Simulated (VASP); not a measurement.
Given:

```yaml
crystal:
  lattice:
    - [4.70660, 0.00000, 0.00000]
    - [0.00000, 4.70660, 0.00000]
    - [0.00000, 0.00000, 4.70660]
  atoms:
    - { symbol: Fe, position: [0.86527, 0.63473, 0.36527], spin: 2.2 }
    - { symbol: Fe, position: [0.36527, 0.86527, 0.63473], spin: 2.2 }
    - { symbol: Fe, position: [0.13473, 0.13473, 0.13473], spin: 2.2 }
    - { symbol: Fe, position: [0.63473, 0.36527, 0.86527], spin: 2.2 }
    - { symbol: Ge, position: [0.15537, 0.34463, 0.65537], spin: -0.1 }
    - { symbol: Ge, position: [0.65537, 0.15537, 0.34463], spin: -0.1 }
    - { symbol: Ge, position: [0.84463, 0.84463, 0.84463], spin: -0.1 }
    - { symbol: Ge, position: [0.34463, 0.65537, 0.15537], spin: -0.1 }
```

Method: r2SCAN meta-GGA, VASP's PBE PAW potentials (set 64) (plane waves; VASP). Settings: 400 eV cut-off, 7×7×7 Γ-centred mesh, tetrahedra with Blöchl corrections, potentials Fe Ge_d.

Question: Give the spin-up energies of bands 40 to 53 at the high-symmetry points, in eV from the Fermi level.

Answer: 
```tsv
band	Γ	X	M	R	X1
40	-2.39	-2.93	-2.96	-2.73	-2.93
41	-2.39	-2.56	-2.65	-2.42	-2.56
42	-2.18	-2.56	-2.65	-2.42	-2.56
43	-2.18	-2.17	-2.49	-2.42	-2.17
44	-2.18	-2.17	-2.49	-2.42	-2.17
45	-1.77	-1.88	-1.22	-1.75	-1.88
46	-1.77	-1.88	-1.22	-1.75	-1.88
47	-1.77	-0.33	-1.00	-1.75	-0.33
48	1.01	-0.33	-1.00	-1.75	-0.33
49	1.01	-0.18	0.47	4.04	-0.18
50	1.01	-0.18	0.47	4.04	-0.18
51	2.00	3.04	1.21	4.04	3.04
52	2.00	3.04	1.21	4.04	3.04
53	2.72	3.57	4.71	5.03	3.57
```

Question: Give the spin-down energies of bands 40 to 53 at the high-symmetry points, in eV from the Fermi level.

Answer: 
```csv
band,Γ,X,M,R,X1
40,0.54,-0.44,-0.55,-0.01,-0.44
41,0.54,0.46,-0.25,0.01,0.46
42,0.54,0.46,-0.25,0.01,0.46
43,0.80,0.69,0.54,0.01,0.69
44,0.80,0.69,0.54,0.01,0.69
45,1.54,1.05,1.34,1.13,1.05
46,1.54,1.05,1.34,1.13,1.05
47,1.54,1.97,1.40,1.13,1.97
48,2.37,1.97,1.40,1.13,1.97
49,2.37,2.23,2.26,4.26,2.23
50,2.37,2.23,2.26,4.26,2.23
51,3.50,3.96,3.17,4.26,3.96
52,3.50,3.96,3.17,4.26,3.96
53,3.95,4.56,5.08,5.57,4.56
```

It has no gap at this level: it comes out as a metal or semimetal.

The compound is FeGe in the B20 structure. It was relaxed first.
